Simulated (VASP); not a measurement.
An input for Quantum ESPRESSO's pw.x (written as the equivalent of a VASP run, and not itself run):

```
&CONTROL
  calculation = 'scf'
  pseudo_dir = './pseudo'
  outdir = './out'
  tprnfor = .true.
  tstress = .true.
/
&SYSTEM
  ibrav = 0
  nat = 2
  ntyp = 2
  ecutwfc = 74
  occupations = 'smearing'
  smearing = 'gaussian'
  degauss = 0.003675
  input_dft = 'vdw-df-ob86'
/
&ELECTRONS
  conv_thr = 7.3e-09
  electron_maxstep = 100
/
ATOMIC_SPECIES
  Li 6.940 Li.upf
  Br 79.904 Br.upf
CELL_PARAMETERS angstrom
     0.0000000    2.7000995    2.7000995
     2.7000995    0.0000000    2.7000995
     2.7000995    2.7000995    0.0000000
ATOMIC_POSITIONS crystal
  Li   0.0000000  0.0000000  0.0000000
  Br   0.5000000  0.5000000  0.5000000
K_POINTS automatic
  8 8 8 0 0 0
```

**Question.** Translate this input to VASP (INCAR, KPOINTS, POSCAR, choice of POTCAR).

**Answer.** This is not unique; one that fits is 
### POSCAR
```
LiBr
2.7000990
  0.0000000000   1.0000001720   1.0000001720
  1.0000001720   0.0000000000   1.0000001720
  1.0000001720   1.0000001720   0.0000000000
Li Br
1 1
Cartesian
  0.0000000000   0.0000000000   0.0000000000
  1.0000001720   1.0000001720   1.0000001720
```

**INCAR**
```
SYSTEM = LiBr
PREC = Accurate
ENCUT = 520
EDIFF = 1E-7
NELM = 100
ALGO = Normal
LREAL = .FALSE.
LASPH = .TRUE.
ISMEAR = 0
SIGMA = 0.05
GGA = MK
PARAM1 = 0.1234
PARAM2 = 1.0
LUSE_VDW = .TRUE.
AGGAC = 0.0
LMAXMIX = 4
LWAVE = .FALSE.
LCHARG = .FALSE.
ISIF = 2
```

File KPOINTS:
```
Regular mesh
0
Gamma
8 8 8
```

POTCAR, in this order: Li_sv Br (PBE.64 set). Program: vasp_std.

Limits of the translation: the potentials are each code's own (VASP's PAW set, PseudoDojo norm-conserving files in pw.x), so ENCUT and ecutwfc are chosen apart and not converted; conv_thr bounds pw.x's estimated SCF error, while EDIFF bounds the energy change between steps.

The compound is LiBr in the rock salt structure. This cell is one point of a volume scan, at 0.97 of the reference volume.
